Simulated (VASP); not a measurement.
Input:

```
PbO
1.0
    4.06031     0.00000     0.00000
    0.00000     4.06031     0.00000
    0.00000     0.00000     5.55419
Pb O
2 2
Cartesian
  2.03015   0.00000   4.24895
  0.00000   2.03015   1.30523
  2.03015   2.03015   0.00000
  0.00000   0.00000   0.00000
```

These are PBE GGA, VASP's PBE PAW potentials (set 64) (plane waves; VASP) values and carry that method's errors. Numerical set-up: PREC = Normal, EDIFF = 1E-5, 500 eV cut-off, 7×7×6 Γ-centred mesh, Gaussian smearing of 0.050 eV, potentials Pb_d O.

Without a dispersion term in the relaxation, distances and binding between the weakly bound layers, chains or molecules are unreliable, and so is what depends on them.

Question: The ions are relaxed. Predict the relaxed structure.

Answer: 
```
PbO
1.0
    4.06031     0.00000     0.00000
    0.00000     4.06031     0.00000
    0.00000     0.00000     5.55419
Pb O
2 2
Direct
  0.50000   0.00000   0.78540
  0.00000   0.50000   0.21460
  0.50000   0.50000   0.00000
  0.00000   0.00000   0.00000
```
Space group P4/nmm (129), at a tolerance of 0.03 Å.

Question: How much energy does the relaxation gain?

Answer: The energy (σ→0) changes by -46.9 meV/atom, in 4 ionic steps.

The compound is PbO in the litharge structure. This run relaxes the ions in a fixed cell. Symmetry was kept, so distortions that lower it aren't found.
